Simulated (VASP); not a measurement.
Here is a VASP 6.6.1 calculation.

Contents of INCAR:

```
SYSTEM = BiTe
  ALGO = Fast
  EDIFF = 1E-6
  ENCUT = 520
  ISIF = 2
  ISMEAR = 0
  LASPH = .True.
  LCHARG = .False.
  LORBIT = 10
  LREAL = .False.
  LWAVE = .False.
  NELM = 60
  PREC = Accurate
  SIGMA = 0.02
```

KPOINTS

```
k-points
0
Gamma
  7 7 7
  0 0 0
```

The input POSCAR:

```
BiTe
1.0
    2.4227077728      1.3987509848      3.3172919545
   -2.4227077728      1.3987509848      3.3172919545
    0.0000000000     -2.7975019696      3.3172919545
Bi Te
1 1
Direct
    0.5000000000      0.5000000000      0.5000000000
    0.0000000000      0.0000000000      0.0000000000
```

Potentials or basis: VASP PAW LDA potentials, release 64 (Bi_d, Te).

Command:

```sh
$ cat potpaw_LDA.64/Bi_d/POTCAR potpaw_LDA.64/Te/POTCAR > POTCAR
$ mpirun -np 1 vasp_std > vasp.out
```

Task: Predict the band gap on the k mesh.

Result: None (metal or under the smearing width).

Task: Predict the pressure.

Result: -3.3 GPa.

Stress tensor (GPa, compression positive):
```
-3.44  0.00  0.00
 0.00 -3.44  0.00
 0.00  0.00 -3.13
```

Caveat: spin-orbit coupling is left out, which moves the levels of the heavy elements.
